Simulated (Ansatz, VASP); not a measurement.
# Au3SI in VASP and in Ansatz

```
S I Au
1.0
     6.72672    0.00000    0.00000
     0.00000    6.72672    0.00000
     0.00000    0.00000    6.72672
S I Au
1 1 3
Direct
  0.00000 0.00000 0.00000
  0.50000 0.50000 0.50000
  0.50000 0.50000 0.00000
  0.50000 0.00000 0.50000
  0.00000 0.50000 0.50000
```

The cell comes from a database or a generator and needn't be the stable form of this composition.

Alike in both runs: task single point; functional PBEsol; k mesh 4 × 4 × 4; occupations gaussian, width 0.05 eV; no spin polarisation.

```csv
,VASP,Ansatz
version,VASP 6.6.1,Ansatz 0.2.0
potentials or method,"VASP PAW PBE potentials, release 64 (S, I, Au)","scalar-relativistic, plane waves, PAW"
plane-wave cutoff (eV),520,420
valence electrons in the cell,46,80
```

```csv
,VASP,Ansatz,Ansatz less VASP
gap on the k mesh at the Fermi level (eV),none,none,-
pressure (GPa),-4.1,-4.1,+0.03
```

A gap of «none» marks a metal or a gap that the smearing closes. With one functional, cell and mesh, what is left measures potentials, basis and numerics. The two sets of potentials don't hold the same shells in valence.

Caveats: the PAW data sets were made with another functional, which shifts forces and pressure a little (VASP). Spin-orbit coupling is left out, which matters for the levels of Au, I.
